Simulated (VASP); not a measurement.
The system is Si2C.

```xyz
3
Lattice="3.3797 0.0000 0.0000 -1.6899 2.9269 0.0000 0.0000 0.0000 4.6533" Properties=species:S:1:pos:R:3 pbc="T T T"
Si    0.0000    1.9513    3.4916
Si    0.0000    1.9513    1.1617
C     0.0000    0.0000    0.0000
```

The cell was built by a generator and needn't be a form met in nature.

```yaml
Program: VASP 6.6.1
Task: relaxation of cell and atoms
Functional: r2SCAN
Potentials_or_basis: VASP PAW PBE potentials, release 64 (Si, C)
Cutoff: 600 eV
k_mesh: 9 × 9 × 6
Occupations: gaussian, width 0.05 eV
Spin: no spin polarisation
```

At the start: pressure -15.0 GPa; volume 15.34 Å³/atom.

Problem. How do energy, volume and symmetry change on relaxing?

Solution. Over 27 steps the energy falls by 530.4 meV/atom and the volume is 11.57 Å³/atom (-24.6 %); space group P-6m2 (No. 187, to 0.05 Å).

Step by step:
```tsv
step	energy change (eV)	largest force (eV/Å)	pressure (GPa)	volume (Å³)
1	0.0000	0.4563	-15.00	46.03
2	-1.4780	0.6316	-9.38	36.81
3	-1.5276	0.9846	-6.64	35.64
4	-1.4913	1.7566	0.98	33.34
5	-1.5374	1.1719	-4.77	34.98
6	-1.4266	2.2451	13.06	32.26
7	-1.5781	0.1536	0.64	33.99
8	-1.5781	0.1292	0.76	33.97
9	-1.5781	0.1056	0.88	33.95
10	-1.5801	0.0165	0.22	34.19
11	-1.5810	0.0502	-0.23	34.41
12	-1.5800	0.2193	-1.20	34.85
13	-1.5812	0.0809	-0.42	34.51
14	-1.5817	0.0761	-0.51	34.55
15	-1.5833	0.0821	-0.88	34.67
16	-1.5846	0.0445	-1.38	34.92
17	-1.5853	0.0324	-2.37	35.41
18	-1.5855	0.0130	-1.70	35.13
19	-1.5858	0.0274	-2.02	35.27
20	-1.5876	0.0265	-1.77	35.21
21	-1.5904	0.0420	-0.99	35.02
22	-1.5905	0.0415	-0.84	34.97
23	-1.5909	0.0153	-0.49	34.90
24	-1.5910	0.0619	-0.19	34.84
25	-1.5911	0.0450	-0.11	34.80
26	-1.5912	0.0115	0.03	34.72
27	-1.5912	0.0081	0.04	34.71
```

Final structure:
```
Si C
1.0
     2.85896    0.00000    0.00000
    -1.42948    2.47593    0.00000
     0.00000    0.00000    4.90408
Si C
2 1
Direct
  0.33333 0.66667 0.75555
  0.33333 0.66667 0.24445
  0.00000 0.00000 0.00000
```

Caveat: the volume moved by over 15 % at a fixed basis, so the end points are rough; the PAW data sets were made with another functional, which shifts forces and pressure a little.
